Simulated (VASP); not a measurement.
Consider the following.

```
NiSb
1.0
    1.96694    -3.40684     0.00000
    1.96694     3.40684     0.00000
    0.00000     0.00000     5.09267
Ni Sb
2 2
Cartesian
  1.96694   3.40684   2.54634
  1.96694   3.40684   0.00000
  1.96694   1.13561   1.27317
  1.96694  -1.13561   3.81951
```

Computed with PBE GGA with D3 dispersion (zero damping), VASP's PBE PAW potentials (set 64) (plane waves; VASP). Numerical set-up: 520 eV cut-off, Gaussian smearing of 0.050 eV, potentials Ni Sb.

### Question
Give the energies of bands 5 to 18 at the high-symmetry points, in eV from the Fermi level.

### Answer

```
band      Γ      M      K      A      L      H
----  -----  -----  -----  -----  -----  -----
5     -3.97  -3.52  -4.43  -3.19  -3.31  -5.13
6     -3.21  -3.23  -3.20  -3.19  -3.31  -5.13
7     -2.61  -3.21  -3.20  -2.82  -2.86  -2.77
8     -2.61  -3.13  -2.73  -2.82  -2.86  -2.77
9     -2.13  -2.95  -2.03  -2.12  -2.00  -2.09
10    -2.13  -2.20  -2.03  -2.12  -2.00  -2.09
11    -1.34  -2.13  -2.01  -2.12  -1.95  -2.03
12    -1.34  -1.88  -1.63  -2.12  -1.95  -2.03
13    -0.01  -1.61  -1.36   0.29  -1.83  -1.43
14     0.56  -1.40  -1.36   0.29  -1.83  -1.43
15     0.56  -1.32  -0.62   2.06   0.18  -1.31
16     2.45  -0.37  -0.62   2.06   0.18  -1.31
17     2.45   1.17   0.67   2.06   1.69   4.32
18     3.09   3.41   0.67   2.06   1.69   4.32
```

It has no gap at this level: it comes out as a metal or semimetal.

The compound is NiSb in the NiAs type structure. It was relaxed first. The run is not spin-polarised, so no magnetic state was tried.
